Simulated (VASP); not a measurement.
OSZICAR of a VASP run on GaAs (zinc blende):

### OSZICAR
```
       N       E                     dE             d eps       ncg     rms          rms(c)
DAV:   1     0.808989864734E+02    0.80899E+02   -0.90869E+03   536   0.191E+03
DAV:   2    -0.204220813782E+01   -0.82941E+02   -0.79792E+02   580   0.327E+02
DAV:   3    -0.830741074851E+01   -0.62652E+01   -0.62415E+01   645   0.755E+01
DAV:   4    -0.841566733769E+01   -0.10826E+00   -0.10824E+00   626   0.112E+01
DAV:   5    -0.841697033639E+01   -0.13030E-02   -0.13030E-02   655   0.981E-01    0.283E+00
DAV:   6    -0.827744165405E+01    0.13953E+00   -0.26079E-01   786   0.948E+00    0.170E+00
DAV:   7    -0.825966594225E+01    0.17776E-01   -0.70148E-02   688   0.210E+00    0.562E-01
DAV:   8    -0.826046509833E+01   -0.79916E-03   -0.10246E-02   590   0.141E+00    0.956E-02
DAV:   9    -0.826086619941E+01   -0.40110E-03   -0.10785E-03   631   0.467E-01    0.543E-02
DAV:  10    -0.826093252501E+01   -0.66326E-04   -0.79878E-05   658   0.991E-02    0.296E-02
DAV:  11    -0.826098662792E+01   -0.54103E-04   -0.85042E-05   555   0.781E-02    0.372E-03
DAV:  12    -0.826098699798E+01   -0.37006E-06   -0.13105E-06   489   0.186E-02
   1 F= -.86967615E+01 E0= -.86967615E+01  d E =-.869676E+01
```

Task: Which electronic solver shows in the log?

Result: It is blocked Davidson (ALGO = Normal, or the opening steps of other solvers). The INCAR had ALGO = Normal.

Task: Can the final energy be trusted as converged?

Result: Self-consistency was reached. It stopped with EDIFF = 1E-6, NELM = 100, NSW = 60 and EDIFFG = -0.01 after 1 ionic step (PBE GGA with D3 dispersion (zero damping), plane waves, VASP's PBE PAW potentials (set 64)).

The compound is GaAs in the zinc blende structure. It was relaxed first. The start is the result of an earlier pass.
